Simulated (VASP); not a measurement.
Runs of VASP 6.6.1 on Be3AsP. Symmetry: Pm-3m, No. 221, cubic system. Conventional cell: a = 4.565 Å, b = 4.565 Å, c = 4.565 Å, α = 90.00°, β = 90.00°, γ = 90.00°. As (site symmetry m-3m) has 12 Be at 3.23 Å as nearest neighbours. Around P (site symmetry m-3m) lie 6 Be at 2.28 Å. Around Be (site symmetry 4/mmm) lie 2 P at 2.28 Å. The cell comes from a database or a generator and needn't be the stable form of this composition.

```tsv
cell	mesh quality	gap on the mesh (eV)	pressure (GPa)
Pm-3m, 19.03 Å³/atom	not flagged	none	-15.6
Pm-3m, 22.12 Å³/atom	not flagged	none	-16.7
Pm-3m, 15.23 Å³/atom	coarse	none	-7.1
Pm-3m, 13.83 Å³/atom	coarse	none	(a)
```

Alike in all rows: task single point; level PBEsol; potentials or basis VASP PAW PBE potentials, release 64 (As, P, Be); no spin polarisation; k mesh 4 × 4 × 4; cutoff (eV) 520; smearing gaussian 0.05 eV.

Question: Fill in the values left out.

Answer: (a) 0.3.

Caveats: some runs use coarse meshes; so large a pressure means that the cell lies far from this level's equilibrium, or that cutoff or potentials fall short (some runs); the potentials were made for another functional, which shifts forces and pressure (some runs); the PAW data sets were made with another functional, which shifts forces and pressure a little (some runs).

A k mesh can miss the band edges, and the runs leave out spin-orbit coupling on As.

A gap of «none» marks a metal or a gap under the smearing width.
